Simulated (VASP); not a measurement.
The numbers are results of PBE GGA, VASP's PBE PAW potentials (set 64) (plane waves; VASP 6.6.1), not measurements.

VASP input:

File POSCAR:
```
Bi2Se3
1
   10.2649780243    -2.0940541835     0.0665985731
   10.2649780243     2.0940541835     0.0665985731
    9.8144417674     0.0000000000     3.6655159668
Bi Se
2 3
Direct
  0.3970724712   0.3970724712   0.3970724712
  0.6029275288   0.6029275288   0.6029275288
  0.0000000000   0.0000000000   0.0000000000
  0.2184125670   0.2184125670   0.2184125670
  0.7815874330   0.7815874330   0.7815874330
```

**INCAR**
```
SYSTEM  =  Bi2Se3
PREC  =  Accurate; ENCUT  =  400; LREAL  =  .False.
LASPH  =  .True.
EDIFF  =  1E-6; NELM  =  100; ALGO  =  Normal
LMAXMIX  =  4
ISMEAR  =  0; SIGMA  =  0.05
GGA  =  PE
IBRION  =  2; NSW  =  60; ISIF  =  3
EDIFFG  =  -0.02
LWAVE  =  .False.; LCHARG  =  .False.
```

KPOINTS:
```
Automatic mesh
0
Gamma
6 6 6
0 0 0
```

POTCAR, in this order: Bi_d Se (PBE.64 set). Program: vasp_std.

The run wrote:

OSZICAR:
```
       N       E                     dE             d eps       ncg     rms          rms(c)
DAV:   1     0.420803907328E+03    0.42080E+03   -0.20224E+04  1792   0.145E+03
DAV:   2     0.244246080251E+02   -0.39638E+03   -0.38575E+03  2040   0.391E+02
DAV:   3    -0.193648996333E+02   -0.43790E+02   -0.42275E+02  2320   0.146E+02
DAV:   4    -0.210334094113E+02   -0.16685E+01   -0.16553E+01  2064   0.306E+01
DAV:   5    -0.211081162439E+02   -0.74707E-01   -0.74582E-01  2504   0.598E+00    0.504E+00
DAV:   6    -0.202125066358E+02    0.89561E+00   -0.23230E+00  2064   0.874E+00    0.313E+00
DAV:   7    -0.202245189250E+02   -0.12012E-01   -0.44019E-01  1968   0.306E+00    0.162E+00
DAV:   8    -0.202336727360E+02   -0.91538E-02   -0.72490E-02  2380   0.149E+00    0.528E-01
DAV:   9    -0.202329048901E+02    0.76785E-03   -0.12392E-02  2296   0.646E-01    0.162E-01
DAV:  10    -0.202332208144E+02   -0.31592E-03   -0.25344E-03  2016   0.266E-01    0.669E-02
DAV:  11    -0.202333344531E+02   -0.11364E-03   -0.43675E-04  2492   0.112E-01    0.397E-02
DAV:  12    -0.202333576892E+02   -0.23236E-04   -0.92394E-05  2336   0.605E-02    0.148E-02
DAV:  13    -0.202333580527E+02   -0.36348E-06   -0.22931E-05  2192   0.389E-02    0.426E-03
DAV:  14    -0.202333583117E+02   -0.25897E-06   -0.17645E-06  1532   0.840E-03
   1 F= -.20233358E+02 E0= -.20233358E+02  d E =-.202334E+02
       N       E                     dE             d eps       ncg     rms          rms(c)
DAV:   1    -0.202342235821E+02   -0.86553E-03   -0.54800E-02  2636   0.208E+00    0.159E-01
DAV:   2    -0.202335727504E+02    0.65083E-03   -0.18390E-03  2228   0.477E-01    0.663E-02
DAV:   3    -0.202334213991E+02    0.15135E-03   -0.69119E-04  2228   0.293E-01    0.122E-02
DAV:   4    -0.202334211298E+02    0.26932E-06   -0.30234E-05  2104   0.420E-02    0.687E-03
DAV:   5    -0.202334190783E+02    0.20515E-05   -0.28372E-06  1364   0.129E-02    0.273E-03
DAV:   6    -0.202334185179E+02    0.56037E-06   -0.64899E-07  1012   0.671E-03
   2 F= -.20233419E+02 E0= -.20233419E+02  d E =-.602062E-04
```

OUTCAR:
```
------------------------ aborting loop because EDIFF is reached ----------------------------------------
  FORCE on cell =-STRESS in cart. coord.  units (eV):
  Direction    XX          YY          ZZ          XY          YZ          ZX
  --------------------------------------------------------------------------------------
  Total       -0.0293113     -0.0463473     -0.0460803      0.0000000      0.0000000      0.0021327
  in kB       -0.3028378     -0.4788501     -0.4760917      0.0000000      0.0000000      0.0220344
  external PRESSURE =      -0.4192599 kB  Pullay stress =       0.0000000 kB
  volume of cell :      155.07
      direct lattice vectors                 reciprocal lattice vectors
    10.271489640 -2.094917223  0.066911575     0.049542692 -0.238672915 -0.132671352
    10.271489640  2.094917223  0.066911575     0.049542692  0.238672915 -0.132671352
     9.820767700  0.000000000  3.667312220    -0.001807852  0.000000000  0.277520548
 POSITION                                       TOTAL-FORCE (eV/Angst)
 -----------------------------------------------------------------------------------
     12.05519      0.00000      1.50915        -0.007181      0.000000     -0.000899
     18.30856      0.00000      2.29199         0.007181      0.000000      0.000899
     20.54298      0.00000      0.13382         0.000000      0.000000     -0.000000
      6.63119      0.00000      0.83014         0.011669      0.000000      0.001461
     23.73255      0.00000      2.97100        -0.011669      0.000000     -0.001461
 -----------------------------------------------------------------------------------
    total drift:                                0.000000     -0.000000      0.000000
  FREE ENERGIE OF THE ION-ELECTRON SYSTEM (eV)
  ---------------------------------------------------
  free  energy   TOTEN  =       -20.2334185179 eV

  energy  without entropy=      -20.2334185179  energy(sigma->0) =      -20.23341852

 reached required accuracy - stopping structural energy minimisation
```
(Selected blocks of OUTCAR.)

### CONTCAR
```
Bi2Se3
   1.00000000000000
    10.2714896396054058   -2.0949172231552433    0.0669115750001937
    10.2714896396054058    2.0949172231552433    0.0669115750001937
     9.8207676995779458    0.0000000000000000    3.6673122199933461
  Bi              Se
     2     3
Direct
     0.3970257144492143    0.3970257144492143    0.3970257144492143
     0.6029742855507857    0.6029742855507857    0.6029742855507857
     1.0000000000000000    1.0000000000000000    0.0000000000000000
     0.2183918160026709    0.2183918160026709    0.2183918160026709
     0.7816081839973291    0.7816081839973291    0.7816081839973291
```

### OUTCAR
```
 val. band max:        3.6907455330   @ k =   0.0000   0.0000   0.0000

 cond. band min:       4.2686378532   @ k =   0.0000   0.0000   0.0000


 Fermi energy:         3.9551625656

 k-point     1 :       0.0000    0.0000    0.0000
  band No.  band energies     occupation
      1     -19.0824      2.00000
      2     -19.0824      2.00000
      3     -19.0811      2.00000
      4     -19.0811      2.00000
      5     -19.0781      2.00000
      6     -19.0760      2.00000
      7     -19.0663      2.00000
      8     -19.0663      2.00000
      9     -19.0642      2.00000
     10     -19.0642      2.00000
     11     -10.0785      2.00000
     12      -9.5157      2.00000
     13      -8.5231      2.00000
     14      -5.5612      2.00000
     15      -4.6592      2.00000
     16       1.9701      2.00000
     17       2.1681      2.00000
     18       2.2463      2.00000
     19       2.2463      2.00000
     20       2.3905      2.00000
     21       2.3905      2.00000
     22       2.8686      2.00000
     23       2.8686      2.00000
     24       3.6907      2.00000
     25       4.2686      0.00000
     26       5.5358      0.00000
     27       5.5358      0.00000
     28       6.0900      0.00000

 k-point     2 :       0.1667    0.0000   -0.0000
  band No.  band energies     occupation
      1     -19.0855      2.00000
      2     -19.0837      2.00000
      3     -19.0768      2.00000
      4     -19.0755      2.00000
      5     -19.0746      2.00000
      6     -19.0727      2.00000
      7     -19.0695      2.00000
      8     -19.0673      2.00000
      9     -19.0670      2.00000
     10     -19.0643      2.00000
     11      -9.8413      2.00000
     12      -9.3057      2.00000
     13      -8.4071      2.00000
     14      -5.6869      2.00000
     15      -4.9788      2.00000
     16       0.8100      2.00000
     17       1.1954      2.00000
     18       1.5349      2.00000
     19       1.6790      2.00000
     20       2.1682      2.00000
...
```

Without a dispersion term in the relaxation, distances and binding between the weakly bound layers, chains or molecules are unreliable, and so is what depends on them. Unless said otherwise, spin-orbit coupling is left out, though it shifts the bands of the heavy elements here.

The compound is Bi2Se3 in the tetradymite structure. This run relaxes it. Symmetry was kept, so distortions that lower it aren't found. The start is the result of an earlier pass.
